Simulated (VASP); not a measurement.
Here is the system:

```
Zr2CN
1.0
    0.00000     2.31249     2.31249
    2.31249     0.00000     2.31249
    9.22443     9.22443     0.02551
Zr N C
4 2 2
Direct
  0.00016   0.00016   0.99988
  0.00000   0.00000   0.25000
  0.99984   0.99984   0.50012
  0.00000   0.00000   0.75000
  0.49367   0.49367   0.12975
  0.50633   0.50633   0.37025
  0.50531   0.50531   0.62102
  0.49469   0.49469   0.87898
```

Calculation: PBEsol GGA, VASP's PBE PAW potentials (set 64) (plane waves; VASP 6.6.1). Numerical set-up: 520 eV cut-off, Gaussian smearing of 0.050 eV, potentials Zr_sv N C.

Problem. Give the energies of bands 25 to 38 at the high-symmetry points, in eV from the Fermi level.

Solution. 
| band | Γ | T | H2 | L | S0 | F |
|---|---|---|---|---|---|---|
| 25 | -4.26 | -3.93 | -4.63 | -4.65 | -4.64 | -4.78 |
| 26 | -3.73 | -3.93 | -4.51 | -4.03 | -4.51 | -4.38 |
| 27 | -3.73 | -2.73 | -4.38 | -3.81 | -4.38 | -3.88 |
| 28 | -2.81 | -2.27 | -3.30 | -3.44 | -3.29 | -3.39 |
| 29 | -2.81 | -2.27 | -3.28 | -3.07 | -3.29 | -2.83 |
| 30 | -1.17 | -2.08 | -3.05 | -2.88 | -3.05 | -2.79 |
| 31 | -0.81 | -1.46 | -2.84 | -2.51 | -2.83 | -2.77 |
| 32 | -0.81 | -1.46 | -2.79 | -1.60 | -2.79 | -1.80 |
| 33 | 0.04 | 0.36 | 1.01 | -1.42 | 1.02 | -1.21 |
| 34 | 0.04 | 0.36 | 1.24 | -0.54 | 1.33 | 0.26 |
| 35 | 0.18 | 0.52 | 1.49 | 2.18 | 1.40 | 0.68 |
| 36 | 1.30 | 0.76 | 2.08 | 2.54 | 2.05 | 3.23 |
| 37 | 1.58 | 0.76 | 2.62 | 3.25 | 2.54 | 3.31 |
| 38 | 1.60 | 0.80 | 2.63 | 3.33 | 2.92 | 3.81 |

It has no gap at this level: it comes out as a metal or semimetal.

The structure was generated: Zr4C2N2 was put into an ordered model structure (R-3m), which need not be its known phase. It was relaxed first.
